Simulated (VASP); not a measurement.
Given:

```yaml
crystal:
  lattice:
    - [1.73910, -3.01221, 0.00000]
    - [1.73910, 3.01221, 0.00000]
    - [0.00000, 0.00000, 5.81400]
  atoms:
    - { symbol: Ti, position: [0.00000, 0.00000, 0.00000] }
    - { symbol: S, position: [0.33333, 0.66667, 0.25000] }
    - { symbol: S, position: [0.66667, 0.33333, 0.75000] }
```

These are PBE GGA, VASP's PBE PAW potentials (set 64) (plane waves; VASP) values and carry that method's errors. Numerical set-up: 400 eV cut-off, 8×8×4 Γ-centred mesh, first-order Methfessel-Paxton smearing of 0.10 eV, potentials Ti_sv S.

### Question
Estimate the energy per atom (σ→0), pressure, band gap (on the k-mesh) with the smallest direct gap where there is one.

### Answer

- band gap (on the k-mesh): none (metal, semimetal or under 0.01 eV)
- energy per atom (σ→0): -6.624 eV/atom
- pressure: -4.84 GPa

Only differences to runs with the same potentials and settings are physical.

The compound is TiS2 in the 1T layered structure. The cell was not relaxed at this level.
